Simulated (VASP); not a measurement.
```yaml
crystal:
  lattice:
    - [4.13757, 0.00000, 0.00000]
    - [-2.06878, 3.58324, 0.00000]
    - [0.00000, 0.00000, 16.65866]
  atoms:
    - { symbol: Hg, position: [0.66667, 0.33333, 0.50000] }
    - { symbol: I, position: [0.33333, 0.66667, 0.38687] }
    - { symbol: I, position: [0.33333, 0.66667, 0.61313] }
```

Calculation: PBEsol GGA, VASP's PBE PAW potentials (set 64) (plane waves; VASP). Run with 400 eV cut-off, 7×7×1 Γ-centred mesh, tetrahedra with Blöchl corrections, potentials Hg I.

The cell holds a wide vacuum, so values per volume refer to the whole cell. The cores are frozen, which limits the accuracy of field gradients.

Give the principal components of the electric field gradient (V/Å²) and the asymmetry η at each nucleus.

| atom | Vxx | Vyy | Vzz | η |
|---|---|---|---|---|
| Hg1 | 40.2 | 40.2 | -80.4 | 0.00 |
| I2 | 30.1 | 30.1 | -60.2 | 0.00 |
| I3 | 30.1 | 30.1 | -60.2 | 0.00 |

The cell is a sheet with vacuum, built from a generated structure.
